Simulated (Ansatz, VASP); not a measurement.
# Sb (antimonene bilayer, AA'): VASP beside Ansatz, part 2 of 2

Aim: how closely do two programs agree when they are given the same cell, functional and k mesh? The cell is taken from a series of runs on this material, whose earlier steps may have relaxed, scaled, displaced or heated it; both programs get it as it stands.

VASP 6.6.1 and Ansatz 0.2.0.

So far: Starting point; VASP: single point, PBE, spin-orbit coupling.

## 3. Ansatz: single point, PBE, spin-orbit coupling

Level of this step: Ansatz beside VASP: Kohn-Sham DFT, plane waves, PBE, spin-orbit coupling (Ansatz).

Ansatz runs on its fully relativistic PAW (standard-fr) files.

The same cell, functional, mesh and smearing now go to Ansatz, which takes its cutoff from its data sets.

input.yaml reads:

```yaml
crystal:
  lattice:
    - [3.9959055679, 0.0, 0.0]
    - [-1.9979527839, 3.4605557329, 0.0]
    - [0.0, 0.0, 25.1516206376]
  atoms:
    - { symbol: Sb, position: [0.6666666667, 0.3333333333, 0.3578298246] }
    - { symbol: Sb, position: [0.3333333333, 0.6666666667, 0.4234912791] }
    - { symbol: Sb, position: [0.3333333333, 0.6666666667, 0.5765087209] }
    - { symbol: Sb, position: [0.6666666667, 0.3333333333, 0.6421701754] }
kpoints:
  mp_grid: { grid: [12, 12, 1] }
  band_path:
    path: [[0, 0, 0], [0.5, 0, 0], [0.33333333, 0.33333333, 0], [0, 0, 0]]
    npoints: 16
hamiltonian:
  xc: pbe
  pseudopotentials: { kind: paw_fr }
magnetization:
  noncollinear: true
  spin_orbit: true
scf:
  occupations: { method: fermi_dirac, width: 0.02585 }
  convergence: { dr2_threshold: 1.0e-09 }
efield:
  axis: 3
  dipole_correction: true
  ramp_position: 0.97
  ramp_width: 0.06
  amplitude: 0
output:
  write_potential: true
  write_density: true
  volumetric_format: npy
```

Run with:

```bash
$ ansatz run input.yaml --threads 4 --pin off --max-ram 6144MiB --backend cpu --events-out ev --progress --plain --runs-dir out
```

Numbers of over 12 decimals in the logs are rounded to 6 here.

Output:

```text
Engine: ansatz 0.2.0, aarch64-unknown-linux-gnu
Pseudopotentials: kind: paw_fr
Pseudopotential: Sb, paw_fr, valence charge 15, recommended cutoff 420 eV (normal), Sb.paw.azcp#standard-fr
Functional definition: PBE
  parameter kappa = 0.804
  parameter beta = 0.066725
  exchange = pbe_x(kappa = kappa, mu = beta*pi^2/3)
  correlation = pbe_c(beta = beta)
non-collinear run that drives no moment, with spin-orbit: no starting moment large enough to seed its density (crystal.atoms[].spin), no starting occupations that ask for one, no magnetisation constraint and no magnetic field, so the semilocal B_xc is pinned to zero
Crystal: 4 atoms, lattice volume = 347.798 Å³
Basis set: ecut = 420 eV, 6841 PW (Γ)
Bands: 72, of which v1, the nominal top of the filled ones, is band 60 counted from 1 (59 counted from 0)
Symmetry: 6 space group operations + 6 with time reversal
k-points: 19 of 144 (time reversal used)
Projection manifold: j_resolved (fully-relativistic pseudo-atomic orbitals)
Non-local potential: Sb, projectors of the file, l = 0: 2, l = 1: 4, l = 2: 4, l = 3: 4
PAW form: soft (Blöchl's): semilocal exchange-correlation on the pseudo side does not see the compensation charge
PAW one-centre angular grid: Sb, 590 points (default); XC on 96 Gauss nodes
Initial density: superposition of atomic densities (neutral atoms: chi_scale 0, normalization atom)
Initial wavefunctions: pseudopotential atomic-orbital guess
Functional: x = pbe(κ = 0.804, μ = 0.219515), c = pbe(β = 0.066725)
iter 1 solved again at ethr=8.22e-4 eV; its pass at ethr=3.10e-3 eV (dr2=4.93e-1 eV) is discarded
SCF iter   1: F=—  HF=-25947.225881 eV  |F-HF|=—  |Δ(HF+E_count)|=         —  Δρ=1.16e-2  dr2=5.04e-1  dr2_m=0.00e0 (ungated)  ethr=8.22e-4  |M|=0.00e0 ∫|m|=0.00e0 μB  |m|>n=0.0e0 m-floor=0.0e0 τ_xc=0.0e0  β_m=0.30  p=-0.000 e·Å  D=-1.83e-15 V/Å  ΔV_dip=0.00 eV  dr2_dipole=2.39e-10  V_vac-E_F(+/−)=4.75/4.75 eV  ⟨swp⟩=2.0  Hψ=8552  notcnv=0
efield: sawtooth ramp at fractional position 0.9700 (set: `efield.ramp_position`, or a place that a band, a saddle search or an elastic batch's reference lends), width 0.0600; the density the first Hamiltonian is built on has a dipole p = -0.000 e·Å; the dipole correction subtracts the counter field D = -1.83e-15 V/Å, which shifts the + side's vacuum level by +0.00 eV against the − side's; the planar-averaged density in the ramp window peaks in size at 8.6e-9 e/Å³
preconditioner: auto → Resta (q_TF=auto, 2.036 Å⁻¹)  ε∞=2.4  [insulator: Δε(μ)=0.552 eV  Ē_g=7.542 eV  σ=0.026 eV  W_gap=1.00  n_scr=58 (ndim 8)  ℏωp=8.9 eV  f_vac=0.557  D(μ)=0.00/eV (n_scr^D=0)  ε∞_Penn≈2.4  vacuum switching on, ρ_ref=4.1e-3 e/Å³]
spin=Noncollinear: Resta preconditioning applied to the charge; magnetization (m_x, m_y, m_z) channels mix plain (no charge-response kernel on spin).
SCF iter   2: F=—  HF=-25947.186779 eV  |F-HF|=—  |Δ(HF+E_count)|=   3.91e-2  Δρ=8.51e-3  dr2=2.73e-1  dr2_m=0.00e0 (ungated)  ethr=8.22e-4  |M|=0.00e0 ∫|m|=0.00e0 μB  |m|>n=0.0e0 m-floor=0.0e0 τ_xc=0.0e0  β_m=0.65  p=0.000 e·Å  D=2.07e-6 V/Å  ΔV_dip=-0.00 eV  dr2_dipole=3.72e-9  V_vac-E_F(+/−)=4.57/4.57 eV  ⟨swp⟩=1.3  Hψ=1391  notcnv=0
SCF iter   3: F=—  HF=-25947.148988 eV  |F-HF|=—  |Δ(HF+E_count)|=   3.78e-2  Δρ=7.30e-4  dr2=3.70e-3  dr2_m=0.00e0 (ungated)  ethr=4.55e-4  |M|=0.00e0 ∫|m|=0.00e0 μB  |m|>n=0.0e0 m-floor=0.0e0 τ_xc=0.0e0  β_m=0.79  p=0.000 e·Å  D=5.59e-5 V/Å  ΔV_dip=-0.00 eV  dr2_dipole=3.45e-7  V_vac-E_F(+/−)=4.10/4.10 eV  ⟨swp⟩=3.3  Hψ=2105  notcnv=0
SCF iter   4: F=—  HF=-25947.151176 eV  |F-HF|=—  |Δ(HF+E_count)|=   2.19e-3  Δρ=5.32e-4  dr2=9.97e-3  dr2_m=0.00e0 (ungated)  ethr=6.17e-6  |M|=0.00e0 ∫|m|=0.00e0 μB  |m|>n=0.0e0 m-floor=0.0e0 τ_xc=0.0e0  β_m=0.79  p=-0.000 e·Å  D=-1.32e-4 V/Å  ΔV_dip=0.00 eV  dr2_dipole=2.11e-6  V_vac-E_F(+/−)=4.07/4.06 eV  ⟨swp⟩=3.9  Hψ=3141  notcnv=0
SCF iter   5: F=—  HF=-25947.150465 eV  |F-HF|=—  |Δ(HF+E_count)|=   7.11e-4  Δρ=1.44e-4  dr2=3.80e-4  dr2_m=0.00e0 (ungated)  ethr=6.17e-6  |M|=0.00e0 ∫|m|=0.00e0 μB  |m|>n=0.0e0 m-floor=0.0e0 τ_xc=0.0e0  β_m=0.82  p=0.000 e·Å  D=5.59e-5 V/Å  ΔV_dip=-0.00 eV  dr2_dipole=3.97e-7  V_vac-E_F(+/−)=4.10/4.10 eV  ⟨swp⟩=2.0  Hψ=1802  notcnv=0
SCF iter   6: F=—  HF=-25947.150536 eV  |F-HF|=—  |Δ(HF+E_count)|=   7.04e-5  Δρ=4.46e-5  dr2=1.19e-5  dr2_m=0.00e0 (ungated)  ethr=6.34e-7  |M|=0.00e0 ∫|m|=0.00e0 μB  |m|>n=0.0e0 m-floor=0.0e0 τ_xc=0.0e0  β_m=0.84  p=-0.000 e·Å  D=-1.15e-4 V/Å  ΔV_dip=0.00 eV  dr2_dipole=1.54e-6  V_vac-E_F(+/−)=4.09/4.08 eV  ⟨swp⟩=2.0  Hψ=1633  notcnv=0
SCF iter   7: F=—  HF=-25947.150554 eV  |F-HF|=—  |Δ(HF+E_count)|=   1.81e-5  Δρ=2.87e-5  dr2=2.99e-5  dr2_m=0.00e0 (ungated)  ethr=1.99e-8  |M|=0.00e0 ∫|m|=0.00e0 μB  |m|>n=0.0e0 m-floor=0.0e0 τ_xc=0.0e0  β_m=0.84  p=0.001 e·Å  D=3.33e-4 V/Å  ΔV_dip=-0.01 eV  dr2_dipole=1.35e-5  V_vac-E_F(+/−)=4.08/4.09 eV  ⟨swp⟩=2.2  Hψ=2515  notcnv=0
SCF iter   8: F=—  HF=-25947.150551 eV  |F-HF|=—  |Δ(HF+E_count)|=   2.96e-6  Δρ=1.32e-5  dr2=4.35e-6  dr2_m=0.00e0 (ungated)  ethr=1.99e-8  |M|=0.00e0 ∫|m|=0.00e0 μB  |m|>n=0.0e0 m-floor=0.0e0 τ_xc=0.0e0  β_m=0.71  p=-0.000 e·Å  D=-1.23e-4 V/Å  ΔV_dip=0.00 eV  dr2_dipole=1.83e-6  V_vac-E_F(+/−)=4.09/4.08 eV  ⟨swp⟩=2.1  Hψ=1590  notcnv=0
SCF iter   9: F=—  HF=-25947.150567 eV  |F-HF|=—  |Δ(HF+E_count)|=   1.61e-5  Δρ=3.59e-6  dr2=2.61e-7  dr2_m=0.00e0 (ungated)  ethr=7.25e-9  |M|=0.00e0 ∫|m|=0.00e0 μB  |m|>n=0.0e0 m-floor=0.0e0 τ_xc=0.0e0  β_m=0.85  p=-0.000 e·Å  D=-2.78e-5 V/Å  ΔV_dip=0.00 eV  dr2_dipole=9.89e-8  V_vac-E_F(+/−)=4.08/4.08 eV  ⟨swp⟩=1.9  Hψ=1542  notcnv=0
SCF iter  10: F=—  HF=-25947.150567 eV  |F-HF|=—  |Δ(HF+E_count)|=   1.06e-7  Δρ=9.02e-7  dr2=6.23e-9  dr2_m=0.00e0 (ungated)  ethr=4.35e-10  |M|=0.00e0 ∫|m|=0.00e0 μB  |m|>n=0.0e0 m-floor=0.0e0 τ_xc=0.0e0  β_m=0.85  p=-0.000 e·Å  D=-3.25e-6 V/Å  ΔV_dip=0.00 eV  dr2_dipole=1.35e-9  V_vac-E_F(+/−)=4.08/4.08 eV  ⟨swp⟩=2.0  Hψ=1668  notcnv=0
SCF iter  11: F=-25947.150567 eV  HF=-25947.150567 eV  |F-HF|=2.66e-10  |Δ(HF+E_count)|=   6.27e-9  Δρ=2.39e-7  dr2=2.10e-10  dr2_m=0.00e0 (ungated)  ethr=1.67e-12  |M|=0.00e0 ∫|m|=0.00e0 μB  |m|>n=0.0e0 m-floor=0.0e0 τ_xc=0.0e0  p=-0.000 e·Å  D=-1.67e-7 V/Å  ΔV_dip=0.00 eV  dr2_dipole=9.73e-13  V_vac-E_F(+/−)=4.08/4.08 eV  ⟨swp⟩=4.5  Hψ=3688  notcnv=0
SCF 1 converged in 11 iterations: F = -25947.150567 eV  dr2 = 2.10e-10
  greatest PAW one-centre occupation: 0.995 electrons in one spin orbital (limit 2), on the Sb atom at site 2 (counted from 0), in its partial waves of l = 2
NSCF: frozen V_eff on 49 k-points
efield: sawtooth ramp at fractional position 0.9700 (kept from the solve that this one continues, or follows in the run), width 0.0600; the density the first Hamiltonian is built on has a dipole p = -0.000 e·Å; the dipole correction subtracts the counter field D = -1.67e-7 V/Å, which shifts the + side's vacuum level by +0.00 eV against the − side's; the planar-averaged density in the ramp window peaks in size at 2.3e-8 e/Å³
WARN: The output density's exchange-correlation potential varies sharply where the density is thin. Do not read a vacuum level from v_tot or v_xc, or from such a field of the output density. On a cell that repeats whose density bears no net charge and no dipole along the vacuum's axis use v_es (v_loc + v_h of the components); under efield.dipole_correction with no amplitude use v_es + v_field, which holds any externa [...]
SCF converged after 11 iterations
Magnetization: |M| = 0.0000 μB,  M = (+0.0000, +0.0000, +0.0000) μB
Absolute magnetization: 0.0000 μB (∫|m|)
  site 0: m = (+0.0000, +0.0000, +0.0000) μB, |m| = 0.0000 μB  (R = 1.17 Å)
  site 1: m = (+0.0000, +0.0000, +0.0000) μB, |m| = 0.0000 μB  (R = 1.17 Å)
  site 2: m = (+0.0000, +0.0000, +0.0000) μB, |m| = 0.0000 μB  (R = 1.17 Å)
  site 3: m = (+0.0000, +0.0000, +0.0000) μB, |m| = 0.0000 μB  (R = 1.17 Å)
Free energy (F): -25947.150567 eV
Harris-Foulkes:  -25947.150567 eV  (|F-HF|=2.66e-10)
Internal energy: -25947.150563 eV  (E = F + TS)
E sigma→0 (E₀):  -25947.150565 eV
Entropy (-TS):   -0.000004 eV (-0.001 meV/atom)
Fermi energy:    0.851746 eV
Dipole field:    D = 0.000001 V/Å  (p = 0.000002 e·Å, saw-weighted, corrected)
Work function:   Φ+ = 4.0833 eV   Φ− = 4.0833 eV
Levels:          The Fermi level and band energies are counted from a zero that moves with the ramp; work functions are not
--- Per-component energies (eV) ---
  E_band       = -1219.768262
  E_kinetic    = 829.014677
  E_local      = -43172.109208  (includes V_loc(G=0)·N_el)
  E_nonlocal   = 1450.831093
  E_hartree    = 21017.582970
  E_xc         = -553.755178
  E_vxc        = -384.250670  (∫ρ·V_xc dr)
  E_paw        = -18312.049327  (= ΣΔE_a)
  E_vpaw       = -1978.420324  (= ΣTr[D̂ρ^β])
  E_aug_tail   = -0.000006  (compensation charges beyond the density's cutoff)
  E_efield     = 0.000000  (sawtooth field / dipole correction)
  E_vefield    = 0.000000  (∫n·V_field dr)
  E_ewald      = 12793.334417
  E_smearing   = -0.000004  (= −TS)
  E_closure    = -0.000000  (closes the sum)
  Σ components = -25947.150567   (vs F -25947.150567, Δ=0.00e0)
--- Band table (eV; the first three rows and the last of 19) ---
  k-point 0: bands = [... 56 lower, 0.5831, 0.5831, 0.6582, 0.6582, 1.9641, 1.9641, 2.3533, 2.3533, ... 8 higher]
  k-point 1: bands = [... 56 lower, 0.2470, 0.2470, 0.3398, 0.3398, 2.3724, 2.3724, 2.6033, 2.6033, ... 8 higher]
  k-point 2: bands = [... 56 lower, -0.2010, -0.2010, 0.2026, 0.2026, 1.9007, 1.9007, 2.2084, 2.2084, ... 8 higher]
  k-point 18: bands = [... 56 lower, -1.8135, -1.6379, -1.4683, -1.2677, 1.1413, 1.1673, 1.6922, 1.7096, ... 8 higher]
```

The column dr2 measures how far the density is from self-consistency, as an energy; F and HF (Harris–Foulkes) agree once it is small.

## 4. Comparison

Known differences besides the potentials themselves: spin-orbit coupling enters by fully relativistic files in Ansatz and inside the spheres in VASP; the data sets hold 60 valence electrons in Ansatz (on its fully relativistic PAW (standard-fr) files) and 20 in VASP; the cutoff is 420 eV in Ansatz and 400 eV in VASP. Total energies have different zeros and are not compared.

The two programs side by side:

```csv
quantity,Ansatz,VASP,difference
gap on the k mesh (eV),0.433,0.448,-0.015
```

A gap on the mesh is an upper bound, since the band edges may lie between its points. With vacuum in the cell, a pressure given here is an average over mostly empty space and none of the material.

## 5. What came out

| Quantity | Value |
| --- | --- |
| difference in gap on the k mesh (single point, PBE, spin-orbit coupling) | -0.015 eV |

The difference in gap on the k mesh is -0.015 eV (single point, PBE, spin-orbit coupling), within the 0.08 eV picked in this series as the mark of a large difference. The data sets hold unlike numbers of valence electrons (60 in Ansatz and 20 in VASP), so part of the differences comes from the potentials. Such differences can come from data sets, numerical settings and the points named under the comparisons, not from the functional's error against experiment.

[Lines on the potential files, build, host, timing and source positions are cut from VASP's logs without a mark.]

[Logs are printed without paths, hosts, clocks, repeated set-up lines and the standing remarks that a program may print on its own settings, such as how far it seeks lower states.]

[Hosts, paths, dates, database ids (printed as entryN), source tags and the programs' standing remarks are cut or masked in the printed files.]
